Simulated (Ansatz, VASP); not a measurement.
## CsPbCl3 in two plane-wave programs

One calculation is typed for both programs; each brings its own data sets and cutoff. How far apart do they land? The cell is taken from a series of runs on this material, whose earlier steps may have relaxed or scaled it; both programs get it as it stands.

Program: Ansatz 0.2.0. Level of theory: plane waves, with VASP 6.6.1 beside it; single point at PBEsol, spin-orbit coupling. Results are calculated unless marked as measured.

### Step 1. The structure

The structure is cubic, space group Pm-3m (No. 221). The conventional cell has a = 5.605 Å, b = 5.605 Å, c = 5.605 Å, α = 90.00°, β = 90.00°, γ = 90.00°. Nearest to Cs lie 12 Cl at 3.96 Å. Pb has 6 Cl at 2.80 Å nearest. Nearest to Cl lie 2 Pb at 2.80 Å and 4 Cs at 3.96 Å. Farther neighbours and most contacts between anions are not listed.

Structure file:

```xyz
5
Lattice="5.6050 0.0000 0.0000 0.0000 5.6050 0.0000 0.0000 0.0000 5.6050" Properties=species:S:1:pos:R:3 pbc="T T T"
Cs    0.0000    0.0000    0.0000
Pb    2.8025    2.8025    2.8025
Cl    2.8025    2.8025    0.0000
Cl    0.0000    2.8025    2.8025
Cl    2.8025    0.0000    2.8025
```

### Step 2. VASP: single point, PBEsol, spin-orbit coupling

With cell and atoms fixed, the geometry can't cause a difference; cores, projectors, grids and the points listed under the comparison can.

Lines of VASP's logs that name or quote its potential files are left out, and so is its time.

Input file INCAR:

```
SYSTEM = CsPbCl3
PREC = Accurate
ENCUT = 520
EDIFF = 1E-06
NELM = 100
ISMEAR = 0
SIGMA = 0.02
LREAL = .FALSE.
ALGO = Normal
GGA = PS
LNONCOLLINEAR = .TRUE.
MAGMOM = 0 0 0 0 0 0 0 0 0 0 0 0 0 0 0
NBANDS = 58
GGA_COMPAT = .FALSE.
LASPH = .TRUE.
LSORBIT = .TRUE.
LORBIT = 11
LWAVE = .FALSE.
LCHARG = .FALSE.
KPAR = 2
ISIF = 2
```

Input file POSCAR:

```
CsPbCl3
1.0
    5.6050000000      0.0000000000      0.0000000000
    0.0000000000      5.6050000000      0.0000000000
    0.0000000000      0.0000000000      5.6050000000
Cs Pb Cl
1 1 3
Direct
    0.0000000000      0.0000000000      0.0000000000
    0.5000000000      0.5000000000      0.5000000000
    0.5000000000      0.5000000000      0.0000000000
    0.0000000000      0.5000000000      0.5000000000
    0.5000000000      0.0000000000      0.5000000000
```

Input file KPOINTS:

```
Automatic mesh
0
Gamma
6 6 6
0 0 0
```

The projector-augmented-wave data sets are Cs_sv_GW, Pb_d_GW and Cl_GW (PBE family, release 64).

The run is started by

```sh
> mpirun -np 2 vasp_ncl
```

Numbers of over 12 decimals in the logs are rounded to 6 here.

Output:

```text
[banner, memory and clock lines left out]
running    2 mpi-ranks, on    1 nodes
 distrk:  each k-point on    1 cores,    2 groups
 distr:  one band on    1 cores,    1 groups

 POSCAR found type information on POSCAR CsPbCl
 POSCAR found :  3 types and       5 ions
|                                                                             |
|               ----> ADVICE to this user running VASP <----                  |
|                                                                             |
|     You enforced a specific xc type in the INCAR file but a different       |
|     [... a line on the potential file left out ...]
|     I HOPE YOU KNOW WHAT YOU ARE DOING!                                     |
|                                                                             |

 LDA part: xc-table for (Slater+PW92), standard interpolation
 POSCAR, INCAR and KPOINTS ok, starting setup
 FFT: planning ... GRIDC
 FFT: planning ... GRID_SOFT
 FFT: planning ... GRID
 WAVECAR not read
 entering main loop
       N       E                     dE             d eps       ncg     rms          rms(c)
DAV:   1     0.569908402288E+03    0.56991E+03   -0.20841E+04  3418   0.166E+03
DAV:   2     0.722544892464E+02   -0.49765E+03   -0.47610E+03  3472   0.515E+02
DAV:   3    -0.152523053157E+02   -0.87507E+02   -0.86089E+02  3878   0.240E+02
DAV:   4    -0.212299705567E+02   -0.59777E+01   -0.59394E+01  3936   0.707E+01
DAV:   5    -0.215796329758E+02   -0.34966E+00   -0.34901E+00  3880   0.181E+01    0.339E+00
DAV:   6    -0.208340515114E+02    0.74558E+00   -0.14416E+00  3976   0.171E+01    0.160E+00
DAV:   7    -0.207628513130E+02    0.71200E-01   -0.54421E-01  3888   0.819E+00    0.108E+00
DAV:   8    -0.207667928105E+02   -0.39415E-02   -0.10474E-01  3576   0.475E+00    0.324E-01
DAV:   9    -0.207624467997E+02    0.43460E-02   -0.14765E-02  3944   0.211E+00    0.147E-01
DAV:  10    -0.207626311096E+02   -0.18431E-03   -0.32387E-03  4256   0.496E-01    0.710E-02
DAV:  11    -0.207627354520E+02   -0.10434E-03   -0.39068E-04  3512   0.206E-01    0.342E-02
DAV:  12    -0.207627422762E+02   -0.68242E-05   -0.50074E-05  3872   0.579E-02    0.124E-02
DAV:  13    -0.207627425045E+02   -0.22835E-06   -0.12129E-05  3368   0.251E-02    0.278E-03
DAV:  14    -0.207627427666E+02   -0.26210E-06   -0.71970E-07  2064   0.120E-02
   1 F= -.20762743E+02 E0= -.20762743E+02  d E =-.159073E-42  mag=     0.0000     0.0000    -0.0000
```

OUTCAR, selected parts (step 2):

```text
ion  position               nearest neighbor table
   1  0.000  0.000  0.000-
   2  0.500  0.500  0.500-
   3  0.500  0.500  0.000-
   4  0.000  0.500  0.500-
   5  0.500  0.000  0.500-

  LATTYP: Found a simple cubic cell.
 ALAT       =     5.6050000000

 Subroutine GETGRP returns: Found 48 space group operations
 (whereof 48 operations were pure point group operations)

The static configuration has the point symmetry O_h .

 Found     20 irreducible k-points:

   k-points           NKPTS =     20   k-points in BZ     NKDIM =     20   number of bands    NBANDS=     58

   dimension x,y,z NGX =    42 NGY =   42 NGZ =   42
   dimension x,y,z NGXF=    84 NGYF=   84 NGZF=   84

   ENCUT  =  520.0 eV  38.22 Ry    6.18 a.u.  10.42 10.42 10.42*2*pi/ulx,y,z

   NELECT =      46.0000    total number of electrons

 k-points in reciprocal lattice and weights: Automatic mesh
   0.00000000  0.00000000  0.00000000       0.005
   0.16666667  0.00000000  0.00000000       0.028
   0.33333333  0.00000000  0.00000000       0.028
   0.50000000  0.00000000  0.00000000       0.014
   0.16666667  0.16666667  0.00000000       0.056
   0.33333333  0.16666667  0.00000000       0.111
   0.50000000  0.16666667  0.00000000       0.056
   0.33333333  0.33333333  0.00000000       0.056
   0.50000000  0.33333333  0.00000000       0.056
[...]
0.50000000  0.50000000  0.33333333       0.028
   0.50000000  0.50000000  0.50000000       0.005

 average (electrostatic) potential at core
       1 -71.7176       2 -53.4464       3 -84.3550       4 -84.3550       5 -84.3550

 E-fermi :   1.5399

 k-point     1 :       0.0000    0.0000    0.0000
  band No.  band energies     occupation
    ...
     42      -1.2792      1.00000
     43      -1.1559      1.00000
     44      -1.1559      1.00000
     45      -1.1559      1.00000
     46      -1.1559      1.00000
     47       4.5364      0.00000
     48       4.5364      0.00000
     49       5.5248      0.00000
     50       5.5248      0.00000
     51       5.5248      0.00000
    ...

 k-point     2 :       0.1667    0.0000    0.0000
  band No.  band energies     occupation
    ...
     42      -1.3057      1.00000
     43      -1.1861      1.00000
     44      -1.1861      1.00000
     45      -1.1595      1.00000
     46      -1.1595      1.00000
     47       4.7954      0.00000
     48       4.7954      0.00000
     49       5.6825      0.00000
     50       5.6825      0.00000
     51       5.7216      0.00000
    ...

 k-point     3 :       0.3333    0.0000    0.0000
  band No.  band energies     occupation
    ...
     42      -1.3310      1.00000
     43      -1.2517      1.00000
     44      -1.2517      1.00000
     45      -0.8504      1.00000
     46      -0.8504      1.00000
     47       4.6497      0.00000
     48       4.6497      0.00000
     49       5.5066      0.00000
     50       5.5066      0.00000
     51       6.1769      0.00000
    ...

  Total        0.0468646      0.0468646      0.0468646     -0.0000000     -0.0000000      0.0000000
  in kB        0.4264113      0.4264113      0.4264113     -0.0000000     -0.0000000      0.0000000
  external PRESSURE =       0.4264113 kB  Pullay stress =       0.0000000 kB

  energy-cutoff  :      520.00
  volume of cell :      176.09
      direct lattice vectors                 reciprocal lattice vectors
     5.605000000  0.000000000  0.000000000     0.178412132  0.000000000  0.000000000
     0.000000000  5.605000000  0.000000000     0.000000000  0.178412132  0.000000000
     0.000000000  0.000000000  5.605000000     0.000000000  0.000000000  0.178412132

 POSITION                                       TOTAL-FORCE (eV/Angst)
 -----------------------------------------------------------------------------------
      0.00000      0.00000      0.00000         0.000000      0.000000      0.000000
      2.80250      2.80250      2.80250         0.000000      0.000000      0.000000
      2.80250      2.80250      0.00000         0.000000      0.000000      0.000000
      0.00000      2.80250      2.80250         0.000000      0.000000      0.000000
      2.80250      0.00000      2.80250         0.000000      0.000000      0.000000
 -----------------------------------------------------------------------------------
    total drift:                                0.000000     -0.000000     -0.000000

  FREE ENERGIE OF THE ION-ELECTRON SYSTEM (eV)
  ---------------------------------------------------
  free  energy   TOTEN  =       -20.7627427666 eV

  energy  without entropy=      -20.7627427666  energy(sigma->0) =      -20.76274277

 Spin-Orbit-Coupling matrix elements
 Ion:    1  E_soc:     -0.4832946
 Ion:    2  E_soc:     -0.9971520
 Ion:    3  E_soc:     -0.0051413
 Ion:    4  E_soc:     -0.0051413
 Ion:    5  E_soc:     -0.0051413

 total charge
# of ion       s       p       d       f       tot
--------------------------------------------------
    1        1.966   5.281   0.018   0.003   7.268
    2        3.551   0.469   9.861   0.028  13.908
    3        1.585   3.462   0.009   0.000   5.056
    4        1.585   3.462   0.009   0.000   5.056
    5        1.585   3.462   0.009   0.000   5.056
--------------------------------------------------
tot         10.271  16.136   9.906   0.031  36.344

 magnetization (x)
# of ion       s       p       d       f       tot
--------------------------------------------------
    1       -0.000  -0.000  -0.000  -0.000  -0.000
    2        0.000   0.000  -0.000  -0.000   0.000
    3        0.000  -0.000  -0.000   0.000   0.000
    4        0.000  -0.000  -0.000   0.000  -0.000
    5        0.000   0.000  -0.000   0.000   0.000
--------------------------------------------------
tot          0.000  -0.000  -0.000  -0.000  -0.000

 magnetization (y)
# of ion       s       p       d       f       tot
--------------------------------------------------
    1       -0.000   0.000  -0.000   0.000  -0.000
    2        0.000   0.000   0.000  -0.000   0.000
    3       -0.000   0.000  -0.000   0.000  -0.000
    4        0.000   0.000   0.000   0.000   0.000
    5        0.000   0.000   0.000   0.000   0.000
--------------------------------------------------
tot          0.000   0.000   0.000   0.000   0.000

 magnetization (z)
# of ion       s       p       d       f       tot
--------------------------------------------------
    1       -0.000   0.000   0.000   0.000   0.000
    2        0.000  -0.000   0.000   0.000  -0.000
    3        0.000   0.000  -0.000   0.000   0.000
    4       -0.000   0.000   0.000   0.000   0.000
    5        0.000  -0.000  -0.000   0.000   0.000
--------------------------------------------------
tot          0.000   0.000   0.000   0.000   0.000

[... 3 further parts left out ...]
```

VASP adds spin-orbit coupling inside the spheres on scalar-relativistic partial waves, which describe the 6p1/2 states imperfectly, so such gaps can be off by a tenth of an eV or more.

(Continued in part 2 of 2.)

[Lines on the potential files, build, host, timing and source positions are cut from VASP's logs without a mark.]

[Logs are printed without paths, hosts, clocks, repeated set-up lines and the standing remarks that a program may print on its own settings, such as how far it seeks lower states.]

[Hosts, paths, dates, database ids (printed as entryN), source tags and the programs' standing remarks are cut or masked in the printed files.]
